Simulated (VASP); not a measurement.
OSZICAR of a VASP run on AuZn (CsCl type):

### OSZICAR
```
       N       E                     dE             d eps       ncg     rms          rms(c)
DAV:   1     0.136588238270E+03    0.13659E+03   -0.11523E+04  1680   0.187E+03
DAV:   2     0.633994499638E+01   -0.13025E+03   -0.12590E+03  1799   0.344E+02
DAV:   3     0.165390016896E+01   -0.46860E+01   -0.46702E+01  2009   0.735E+01
DAV:   4     0.162190230317E+01   -0.31998E-01   -0.31995E-01  1904   0.556E+00
DAV:   5     0.162151537733E+01   -0.38693E-03   -0.38693E-03  2023   0.596E-01    0.503E+00
DAV:   6     0.196537043538E+01    0.34386E+00   -0.14278E+00  1680   0.134E+01    0.329E+00
DAV:   7     0.198295792779E+01    0.17587E-01   -0.28300E-02  2231   0.260E+00    0.189E+00
DAV:   8     0.198931502405E+01    0.63571E-02   -0.14666E-02  2074   0.151E+00    0.182E-01
DAV:   9     0.198920013338E+01   -0.11489E-03   -0.54654E-04  1722   0.245E-01    0.952E-02
DAV:  10     0.198915898848E+01   -0.41145E-04   -0.17298E-04  1981   0.191E-01    0.122E-02
DAV:  11     0.198915277316E+01   -0.62153E-05   -0.30498E-05  1918   0.137E-01    0.689E-03
DAV:  12     0.198915230876E+01   -0.46441E-06   -0.21449E-06  1764   0.257E-02    0.388E-03
DAV:  13     0.198915178005E+01   -0.52870E-06   -0.42570E-06  1722   0.345E-02    0.910E-04
DAV:  14     0.198915171593E+01   -0.64121E-07   -0.29974E-07  1491   0.129E-02
   1 F= 0.19891517E+01 E0= 0.19892978E+01  d E =-.438362E-03
```

Q: Which electronic solver shows in the log?

A: It is blocked Davidson (ALGO = Normal, or the opening steps of other solvers). The INCAR had ALGO = Normal.

Q: Can the final energy be trusted as converged?

A: Self-consistency was reached. It stopped with EDIFF = 1E-7, NELM = 100 (vdW-DF2, plane waves, VASP's PBE PAW potentials (set 64)).

The compound is AuZn in the CsCl type structure. This cell is one point of a volume scan, at 1.03 of the reference volume. The electron count is odd and the run is not spin-polarised, which forces a metal.
